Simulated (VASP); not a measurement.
Crystal: Sc.

```
CELL_PARAMETERS angstrom
3.27000 0.00000 0.00000
-1.63500 2.83190 0.00000
0.00000 0.00000 5.09000
ATOMIC_POSITIONS crystal
Sc 0.33333 0.66667 0.25000
Sc 0.66667 0.33333 0.75000
```

The cell was built by a generator and needn't be a form met in nature.

| Quantity | Value |
| --- | --- |
| Program | VASP 6.6.1 |
| Task | relaxation of cell and atoms |
| Functional | r2SCAN |
| Dispersion | rVV10 |
| Potentials or basis | VASP PAW PBE potentials, release 64 (Sc_sv) |
| Cutoff | 600 eV |
| k mesh | 14 × 14 × 8 |
| Occupations | methfessel-paxton, width 0.1 eV |
| Spin | no spin polarisation |

At the start: pressure 3.0 GPa; volume 23.57 Å³/atom.

Where does the relaxation end?

Over 8 steps the energy falls by 10.7 meV/atom and the volume is 24.75 Å³/atom (+5.0 %); space group P6_3/mmc (No. 194, to 0.05 Å).

Step by step:
```
step  energy change (eV)  largest force (eV/Å)  pressure (GPa)  volume (Å³)
   1              0.0000                0.0000            2.99        47.14
   2             -0.0197                0.0000           -0.75        50.20
   3             -0.0214                0.0000            0.02        49.50
   4             -0.0213                0.0000           -0.04        49.55
   5             -0.0214                0.0000           -0.04        49.56
   6             -0.0214                0.0000           -0.05        49.57
   7             -0.0214                0.0000           -0.05        49.57
   8             -0.0214                0.0000            0.02        49.51
```

Final structure:
```
Sc
1.0
     3.32168    0.00000    0.00000
    -1.66084    2.87666    0.00000
     0.00000    0.00000    5.18112
Sc
2
Direct
  0.33333 0.66667 0.25000
  0.66667 0.33333 0.75000
```

Caveat: the PAW data sets were made with another functional, which shifts forces and pressure a little.
